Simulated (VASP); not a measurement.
Shape and ions are relaxed at each volume.

```yaml
crystal:
  lattice:
    - [1.49792, -2.59447, 0.00000]
    - [1.49792, 2.59447, 0.00000]
    - [0.00000, 0.00000, 3.16316]
  atoms:
    - { symbol: Ti, position: [0.00000, 0.00000, 0.00000] }
    - { symbol: B, position: [0.33333, 0.66667, 0.50000] }
    - { symbol: B, position: [0.66667, 0.33333, 0.50000] }
```

These are LDA (Ceperley-Alder, Perdew-Zunger), VASP's LDA PAW potentials (set 64) (plane waves; VASP 6.6.1) values and carry that method's errors. Numerical set-up: 520 eV cut-off, 12×12×10 Γ-centred mesh, first-order Methfessel-Paxton smearing of 0.10 eV, potentials Ti_sv B.

Question: Give the energy at these volumes per atom, relative to the lowest: 7.70, 7.95, 8.20, 8.44, 8.69 Å³.

Answer: 27.9, 6.6, 0.0, 6.1, 23.1 meV/atom. A third-order Birch-Murnaghan fit gives B0 = 275 GPa and B0′ = 3.9.

Measured: bulk modulus 240 GPa (computed value off by +14.6 %), as given by Synthesis of Binary Transition Metal Nitrides, Carbides and Borides from the Elements in the Laser-Heated Diamond …. The calculation is for a static lattice, while the measured bulk modulus holds thermal and zero-point effects, which are part of the difference.

The compound is TiB2 in the AlB2 type structure. It was relaxed first.
